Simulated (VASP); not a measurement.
# Vibrations of GaSb: a test of the settings

Aim: test the modes of GaSb against the numerical settings. The starting structure is a cell with measured lattice constants from the literature and the atomic positions of a computed structure of the Materials Project.

Method: Kohn-Sham DFT with plane waves and PAW; LDA, in VASP 6.6.1.

### Step 1. The starting structure

Symmetry: F-43m, No. 216, cubic system. Conventional cell: a = 6.096 Å, b = 6.096 Å, c = 6.096 Å, α = 90.00°, β = 90.00°, γ = 90.00°. Sb has 4 Ga at 2.64 Å nearest. Ga has 4 Sb at 2.64 Å nearest. Farther neighbours are not listed.

### Step 2. Reference modes

The cell comes from a relaxation at this level, not shown (55.45 Å³).

INCAR reads:

```
SYSTEM = GaSb
PREC = Accurate
ENCUT = 450
EDIFF = 1E-08
NELM = 100
ISMEAR = 0
SIGMA = 0.03
LREAL = .FALSE.
ALGO = Normal
GGA = CA
NBANDS = 15
LORBIT = 11
LWAVE = .FALSE.
LCHARG = .FALSE.
KPAR = 4
IBRION = 8
LEPSILON = .TRUE.
LPEAD = .TRUE.
ISIF = 2
```

POSCAR reads:

```
GaSb
1.0
    0.0000000000      3.0266897503      3.0266897503
    3.0266897503      0.0000000000      3.0266897503
    3.0266897503      3.0266897503      0.0000000000
Sb Ga
1 1
Direct
    0.2500000000      0.2500000000      0.2500000000
    0.0000000000      0.0000000000      0.0000000000
```

KPOINTS reads:

```
Automatic mesh
0
Gamma
10 10 10
0 0 0
```

The projector-augmented-wave data sets are Sb and Ga_d (LDA family, release 64).

The run is started by

```
mpirun -np 4 vasp_std
```

The program printed:

```text
[banner, memory and clock lines left out]
running    4 mpi-ranks, on    1 nodes
 distrk:  each k-point on    1 cores,    4 groups
 distr:  one band on    1 cores,    1 groups

 POSCAR found type information on POSCAR SbGa
 POSCAR found :  2 types and       2 ions
 LDA part: xc-table for (Slater(with rela. corr.)+CA(PZ))
 , standard interpolation
 POSCAR, INCAR and KPOINTS ok, starting setup
 FFT: planning ... GRIDC
 FFT: planning ... GRID_SOFT
 FFT: planning ... GRID
 WAVECAR not read
 entering main loop
       N       E                     dE             d eps       ncg     rms          rms(c)
DAV:   1     0.775364864150E+02    0.77536E+02   -0.81430E+03  1434   0.136E+03
DAV:   2    -0.271868617936E+01   -0.80255E+02   -0.77629E+02  1627   0.285E+02
DAV:   3    -0.868984812511E+01   -0.59712E+01   -0.59562E+01  1697   0.659E+01
DAV:   4    -0.879785101781E+01   -0.10800E+00   -0.10799E+00  1785   0.100E+01
DAV:   5    -0.880042560192E+01   -0.25746E-02   -0.25745E-02  1800   0.135E+00    0.343E+00
DAV:   6    -0.870901324055E+01    0.91412E-01   -0.76209E-02  2058   0.449E+00    0.199E+00
DAV:   7    -0.867213150481E+01    0.36882E-01   -0.53650E-02  1599   0.186E+00    0.295E-01
DAV:   8    -0.867187704002E+01    0.25446E-03   -0.48449E-03  1792   0.857E-01    0.101E-01
DAV:   9    -0.867195442165E+01   -0.77382E-04   -0.34518E-04  1654   0.166E-01    0.394E-02
DAV:  10    -0.867194733938E+01    0.70823E-05   -0.17901E-05  1842   0.379E-02    0.135E-02
DAV:  11    -0.867194961381E+01   -0.22744E-05   -0.43283E-06  1608   0.196E-02    0.521E-03
DAV:  12    -0.867194958304E+01    0.30765E-07   -0.22623E-07  1809   0.357E-03    0.115E-03
DAV:  13    -0.867194959302E+01   -0.99812E-08   -0.19719E-08  1647   0.124E-03
   1 F= -.86719496E+01 E0= -.86719481E+01  d E =-.295927E-05
 Linear response reoptimize wavefunctions to high precision
DAV:   1    -0.867194959311E+01   -0.84583E-10   -0.76386E-10  1470   0.372E-04
 Linear response to external field (no local field effect), progress :
  Direction:   1
       N       E                     dE             d eps       ncg     rms          rms(c)
 change of polarisation eV/A/(eV/A) component  1 :     0.000     0.000     0.000
 dielectric tensor                  component  1 :     1.000     0.000     0.000
 Linear response to external field (no local field effect), progress :
  Direction:   2
       N       E                     dE             d eps       ncg     rms          rms(c)
 change of polarisation eV/A/(eV/A) component  2 :     0.000     0.000     0.000
 dielectric tensor                  component  2 :     0.000     1.000     0.000
 Linear response to external field (no local field effect), progress :
  Direction:   3
       N       E                     dE             d eps       ncg     rms          rms(c)
 change of polarisation eV/A/(eV/A) component  3 :     0.000     0.000     0.000
 dielectric tensor                  component  3 :     0.000     0.000     1.000
 Linear response to external field, progress :
  Direction:   1
       N       E                     dE             d eps       ncg     rms          rms(c)
 change of polarisation eV/A/(eV/A) component  1 :     0.000     0.000     0.000
 dielectric tensor                  component  1 :     1.000     0.000     0.000
 Linear response to external field, progress :
  Direction:   2
       N       E                     dE             d eps       ncg     rms          rms(c)
 change of polarisation eV/A/(eV/A) component  2 :     0.000     0.000     0.000
 dielectric tensor                  component  2 :     0.000     1.000     0.000
 Linear response to external field, progress :
  Direction:   3
       N       E                     dE             d eps       ncg     rms          rms(c)
 change of polarisation eV/A/(eV/A) component  3 :     0.000     0.000     0.000
 dielectric tensor                  component  3 :     0.000     0.000     1.000
 Linear response DOF=           2
 Linear response progress:
  Degree of freedom:   1/  2
       N       E                     dE             d eps       ncg     rms          rms(c)
RMM:   1    -0.293597953899E-01   -0.29360E-01    0.95353E-04 10141   0.141E+00
RMM:   2    -0.265217642076E-01    0.28380E-02   -0.36690E-03  9396   0.395E-01    0.683E-02
RMM:   3    -0.264539016752E-01    0.67863E-04   -0.18004E-04 10341   0.105E-01    0.365E-02
RMM:   4    -0.264719694713E-01   -0.18068E-04   -0.12378E-05 10403   0.449E-02    0.458E-03
RMM:   5    -0.264800831277E-01   -0.81137E-05   -0.98304E-07 10835   0.157E-02    0.293E-03
RMM:   6    -0.264736804052E-01    0.64027E-05   -0.20446E-06 10409   0.493E-03    0.708E-04
RMM:   7    -0.264727393552E-01    0.94105E-06   -0.21667E-07 10657   0.147E-03    0.321E-04
RMM:   8    -0.264722515860E-01    0.48777E-06   -0.18940E-08 10279   0.525E-04    0.837E-05
RMM:   9    -0.264722455130E-01    0.60730E-08    0.27844E-09 10729   0.193E-04    0.284E-05
 first order change of Fermi-energy   0.20389E-03
 force on displaced ion       1 direction 1 :  -8.417  -0.000  -0.000
 Born effective charge ion    1 direction 1 :   5.804   0.000   0.000
 Linear response progress:
  Degree of freedom:   2/  2
       N       E                     dE             d eps       ncg     rms          rms(c)
RMM:   1    -0.168313892026E+00   -0.16831E+00    0.94772E-02  6374   0.849E+00
RMM:   2    -0.166868949178E+00    0.14449E-02   -0.28065E-02  9543   0.134E+00    0.399E-02
RMM:   3    -0.166910499813E+00   -0.41551E-04   -0.34116E-03  9803   0.426E-01    0.266E-02
RMM:   4    -0.166870940311E+00    0.39560E-04   -0.18277E-03 10806   0.204E-01    0.140E-02
RMM:   5    -0.166864805586E+00    0.61347E-05   -0.13379E-04 10521   0.514E-02    0.473E-03
RMM:   6    -0.166858950643E+00    0.58549E-05    0.23792E-05 10615   0.216E-02    0.578E-04
RMM:   7    -0.166856623423E+00    0.23272E-05   -0.16658E-05 10454   0.949E-03    0.605E-04
RMM:   8    -0.166857312910E+00   -0.68949E-06    0.40151E-06 10437   0.426E-03    0.203E-04
RMM:   9    -0.166858476396E+00   -0.11635E-05    0.47968E-06 10438   0.205E-03    0.854E-05
RMM:  10    -0.166859509778E+00   -0.10334E-05   -0.12937E-07 10614   0.100E-03    0.403E-05
RMM:  11    -0.166859631103E+00   -0.12133E-06    0.47538E-07 10700   0.493E-04    0.186E-05
RMM:  12    -0.166859803624E+00   -0.17252E-06    0.14666E-07 10480   0.262E-04    0.378E-06
RMM:  13    -0.166859784703E+00    0.18920E-07    0.26956E-07 10743   0.140E-04    0.236E-06
RMM:  14    -0.166859860132E+00   -0.75429E-07    0.30132E-08 10729   0.801E-05    0.193E-06
RMM:  15    -0.166859836303E+00    0.23830E-07    0.60039E-09 10323   0.502E-05    0.375E-07
RMM:  16    -0.166859837245E+00   -0.94210E-09    0.40244E-08 10260   0.354E-05    0.139E-07
 first order change of Fermi-energy   0.38516E-04
 force on displaced ion       2 direction 1 :  -8.370  -0.000  -0.000
 Born effective charge ion    2 direction 1 :   4.619   0.000   0.000
 Born effective charges drift removed
 Linear response finished
```

The job ended after 62 s (4 MPI ranks of AMD EPYC 9R45, shared host; peak memory 1.9 GiB).

Lines that name or quote the potential files are left out of all logs, and their timing lines are given in words.

Parts of OUTCAR (step 2):

```text
ion  position               nearest neighbor table
   1  0.250  0.250  0.250-   2 2.62   2 2.62   2 2.62   2 2.62
   2  0.000  0.000  0.000-   1 2.62   1 2.62   1 2.62   1 2.62

  LATTYP: Found a face centered cubic cell.
 ALAT       =     6.0533795006

 Subroutine GETGRP returns: Found 24 space group operations
 (whereof 24 operations were pure point group operations)

The static configuration has the point symmetry T_d .

 Found     47 irreducible k-points:

   k-points           NKPTS =     47   k-points in BZ     NKDIM =     47   number of bands    NBANDS=     15

   dimension x,y,z NGX =    30 NGY =   30 NGZ =   30
   dimension x,y,z NGXF=    60 NGYF=   60 NGZF=   60

   ENCUT  =  450.0 eV  33.07 Ry    5.75 a.u.   7.40  7.40  7.40*2*pi/ulx,y,z

   NELECT =      18.0000    total number of electrons

 k-points in reciprocal lattice and weights: Automatic mesh
   0.00000000  0.00000000  0.00000000       0.001
   0.10000000  0.00000000  0.00000000       0.008
   0.20000000  0.00000000  0.00000000       0.008
   0.30000000  0.00000000  0.00000000       0.008
   0.40000000  0.00000000  0.00000000       0.008
   0.50000000  0.00000000  0.00000000       0.004
   0.10000000  0.10000000  0.00000000       0.006
   0.20000000  0.10000000  0.00000000       0.024
   0.30000000  0.10000000  0.00000000       0.024
[...]
-0.30000000  0.40000000  0.20000000       0.024
  -0.30000000  0.50000000  0.20000000       0.012

 average (electrostatic) potential at core
       1 -88.3604       2 -66.6018

  Total        0.0001798      0.0001798      0.0001798     -0.0000000      0.0000000     -0.0000000
  in kB        0.0051934      0.0051934      0.0051934     -0.0000000      0.0000000     -0.0000000
  external PRESSURE =       0.0051934 kB  Pullay stress =       0.0000000 kB

  energy-cutoff  :      450.00
  volume of cell :       55.45
      direct lattice vectors                 reciprocal lattice vectors
     0.000000000  3.026689750  3.026689750    -0.165196978  0.165196978  0.165196978
     3.026689750  0.000000000  3.026689750     0.165196978 -0.165196978  0.165196978
     3.026689750  3.026689750  0.000000000     0.165196978  0.165196978 -0.165196978

 POSITION                                       TOTAL-FORCE (eV/Angst)
 -----------------------------------------------------------------------------------
      1.51334      1.51334      1.51334        -0.000000      0.000000     -0.000000
      0.00000      0.00000      0.00000         0.000000     -0.000000      0.000000
 -----------------------------------------------------------------------------------
    total drift:                               -0.000000     -0.000000      0.000000

 MACROSCOPIC STATIC DIELECTRIC TENSOR (including local field effects in DFT)
 ------------------------------------------------------
           1.000000     0.000000     0.000000
           0.000000     1.000000     0.000000
           0.000000     0.000000     1.000000
 ------------------------------------------------------

 PIEZOELECTRIC TENSOR (including local field effects)  for field in x, y, z        (C/m^2)
          XX          YY          ZZ          XY          YZ          ZX
  --------------------------------------------------------------------------------
  x     0.00000     0.00000     0.00000     0.00000     0.00000     0.00000
  y     0.00000     0.00000     0.00000     0.00000     0.00000     0.00000
  z     0.00000     0.00000     0.00000     0.00000     0.00000     0.00000

 BORN EFFECTIVE CHARGES (including local field effects) (in |e|, cummulative output)
 ---------------------------------------------------------------------------------
 ion    1
    1     0.59286     0.00000     0.00000
    2     0.00000     0.59286     0.00000
    3     0.00000     0.00000     0.59286
 ion    2
    1    -0.59286     0.00000     0.00000
    2     0.00000    -0.59286     0.00000
    3     0.00000     0.00000    -0.59286

 Eigenvectors and eigenvalues of the dynamical matrix
 ----------------------------------------------------

   1 f  =    6.799514 THz    42.722605 2PiTHz  226.807367 cm-1    28.120517 meV
             X         Y         Z           dx          dy          dz
      1.513345  1.513345  1.513345     0.000000    0.604516    0.000000
      0.000000  0.000000  0.000000     0.000000   -0.796593    0.000000

   2 f  =    6.799514 THz    42.722605 2PiTHz  226.807367 cm-1    28.120517 meV
             X         Y         Z           dx          dy          dz
      1.513345  1.513345  1.513345    -0.604516    0.000000    0.000000
      0.000000  0.000000  0.000000     0.796593    0.000000    0.000000

   3 f  =    6.799514 THz    42.722605 2PiTHz  226.807367 cm-1    28.120517 meV
             X         Y         Z           dx          dy          dz
      1.513345  1.513345  1.513345     0.000000    0.000000   -0.604516
      0.000000  0.000000  0.000000     0.000000    0.000000    0.796593

   4 f/i=    0.009177 THz     0.057661 2PiTHz    0.306115 cm-1     0.037953 meV
             X         Y         Z           dx          dy          dz
      1.513345  1.513345  1.513345     0.796593    0.000000    0.000000
      0.000000  0.000000  0.000000     0.604516    0.000000    0.000000

   5 f/i=    0.009177 THz     0.057661 2PiTHz    0.306115 cm-1     0.037953 meV
             X         Y         Z           dx          dy          dz
      1.513345  1.513345  1.513345     0.000000   -0.796593    0.000000
      0.000000  0.000000  0.000000     0.000000   -0.604516    0.000000

   6 f/i=    0.009177 THz     0.057661 2PiTHz    0.306115 cm-1     0.037953 meV
             X         Y         Z           dx          dy          dz
      1.513345  1.513345  1.513345     0.000000    0.000000    0.796593
      0.000000  0.000000  0.000000     0.000000    0.000000    0.604516

 MACROSCOPIC STATIC DIELECTRIC TENSOR IONIC CONTRIBUTION
 ------------------------------------------------------
           0.136653    -0.000000    -0.000000
          -0.000000     0.136653    -0.000000
          -0.000000    -0.000000     0.136653
 ------------------------------------------------------

 ELASTIC MODULI CONTR FROM IONIC RELAXATION (kBar)
 Direction    XX          YY          ZZ          XY          YZ          ZX
 --------------------------------------------------------------------------------
 XX          -0.0000     -0.0000     -0.0000     -0.0000      0.0000     -0.0000
 YY          -0.0000     -0.0000     -0.0000     -0.0000     -0.0000      0.0000
 ZZ          -0.0000     -0.0000     -0.0000     -0.0000     -0.0000     -0.0000
 XY          -0.0000     -0.0000     -0.0000   -173.1535      0.0000      0.0000
 YZ           0.0000     -0.0000     -0.0000      0.0000   -173.1535      0.0000
 ZX          -0.0000      0.0000     -0.0000      0.0000      0.0000   -173.1535
 --------------------------------------------------------------------------------

 PIEZOELECTRIC TENSOR IONIC CONTR  for field in x, y, z        (C/m^2)
          XX          YY          ZZ          XY          YZ          ZX
  --------------------------------------------------------------------------------
  x     0.00000    -0.00000    -0.00000     0.00000    -0.14474     0.00000
  y    -0.00000     0.00000    -0.00000     0.00000     0.00000    -0.14474
  z    -0.00000    -0.00000    -0.00000    -0.14474     0.00000     0.00000
```

The dielectric tensor of 1.00 in OUTCAR stands for a response that wasn't computed and is no result.

Energies printed during the response cycles are not total energies of the cell.

Reference: the zone-centre mode is T2 226.8 cm⁻¹.

### Step 3. Modes with a 5×5×5 mesh

Against step 2 the input has a 5×5×5 mesh.

INCAR is that of step 2.

POSCAR is that of step 2.

KPOINTS reads:

```
Automatic mesh
0
Gamma
5 5 5
0 0 0
```

The run is started by

```
mpirun -np 4 vasp_std
```

The program printed:

```text
[... set-up lines as in an earlier step ...]
 entering main loop
       N       E                     dE             d eps       ncg     rms          rms(c)
DAV:   1     0.752620769443E+02    0.75262E+02   -0.83361E+03   316   0.142E+03
DAV:   2    -0.327353836023E+01   -0.78536E+02   -0.76016E+02   349   0.282E+02
DAV:   3    -0.863923808149E+01   -0.53657E+01   -0.53527E+01   349   0.641E+01
DAV:   4    -0.872964844621E+01   -0.90410E-01   -0.90402E-01   399   0.929E+00
[...]
DAV:  11    -0.859321579265E+01   -0.23880E-05   -0.50461E-06   336   0.215E-02    0.571E-03
DAV:  12    -0.859321574172E+01    0.50922E-07   -0.26375E-07   391   0.357E-03    0.128E-03
DAV:  13    -0.859321575106E+01   -0.93323E-08   -0.27430E-08   342   0.177E-03
   1 F= -.85932158E+01 E0= -.85931984E+01  d E =-.346153E-04
 Linear response reoptimize wavefunctions to high precision
DAV:   1    -0.859321575122E+01   -0.15825E-09   -0.75617E-10   318   0.280E-04
DAV:   2    -0.859321575110E+01    0.11596E-09   -0.11979E-10   185   0.117E-04
[...]
RMM:  11    -0.266227841910E-01    0.50539E-08   -0.11795E-09  1681   0.214E-05    0.244E-06
 first order change of Fermi-energy   0.19810E-03
 force on displaced ion       1 direction 1 :  -8.287   0.000   0.000
 Born effective charge ion    1 direction 1 :   5.801   0.000   0.000
 Linear response progress:
  Degree of freedom:   2/  2
       N       E                     dE             d eps       ncg     rms          rms(c)
RMM:   1    -0.168410834771E+00   -0.16841E+00    0.99947E-02  1004   0.855E+00
RMM:   2    -0.166553881083E+00    0.18570E-02   -0.24394E-02  1480   0.132E+00    0.404E-02
RMM:   3    -0.166872414191E+00   -0.31853E-03   -0.32378E-03  1516   0.423E-01    0.268E-02
RMM:   4    -0.166932422517E+00   -0.60008E-04   -0.26622E-03  1700   0.202E-01    0.139E-02
[...]
RMM:  13    -0.166832896985E+00    0.20098E-06    0.56770E-07  1679   0.101E-04    0.317E-06
RMM:  14    -0.166832956175E+00   -0.59190E-07    0.28444E-07  1645   0.512E-05    0.594E-07
RMM:  15    -0.166832965379E+00   -0.92048E-08   -0.53931E-08  1462   0.253E-05    0.116E-06
 first order change of Fermi-energy   0.23258E-04
 force on displaced ion       2 direction 1 :  -8.238   0.000   0.000
 Born effective charge ion    2 direction 1 :   4.614   0.000   0.000
 Born effective charges drift removed
 Linear response finished
```

Wall time 16 s (4 MPI ranks); peak memory 0.76 GiB; 60 s of CPU time.

Parts of OUTCAR (step 3):

```text
  Total        0.0035359      0.0035359      0.0035359     -0.0000000     -0.0000000      0.0000000
  in kB        0.1021581      0.1021581      0.1021581     -0.0000000     -0.0000000      0.0000000
  external PRESSURE =       0.1021581 kB  Pullay stress =       0.0000000 kB

 POSITION                                       TOTAL-FORCE (eV/Angst)
 -----------------------------------------------------------------------------------
      1.51334      1.51334      1.51334        -0.000000     -0.000000     -0.000000
      0.00000      0.00000      0.00000         0.000000      0.000000      0.000000
 -----------------------------------------------------------------------------------
    total drift:                               -0.000000     -0.000000      0.000000

 MACROSCOPIC STATIC DIELECTRIC TENSOR IONIC CONTRIBUTION
 ------------------------------------------------------
           0.139139     0.000000     0.000000
           0.000000     0.139139     0.000000
           0.000000     0.000000     0.139139
 ------------------------------------------------------

[... 2 parts as in an earlier step ...]

[... 1 further part left out ...]
```

The dielectric tensor of 1.00 in OUTCAR stands for a response that wasn't computed and is no result.

With a 5×5×5 mesh the mode is T2 225.0 cm⁻¹, -1.8 cm⁻¹ from the reference.

(Part 1 of 2 ends here.)

[Lines on the potential files, build, host, timing and source positions are cut from VASP's logs without a mark.]

[Logs are printed without paths, hosts, clocks, repeated set-up lines and the standing remarks that a program may print on its own settings, such as how far it seeks lower states.]

[Hosts, paths, dates, database ids (printed as entryN), source tags and the programs' standing remarks are cut or masked in the printed files.]
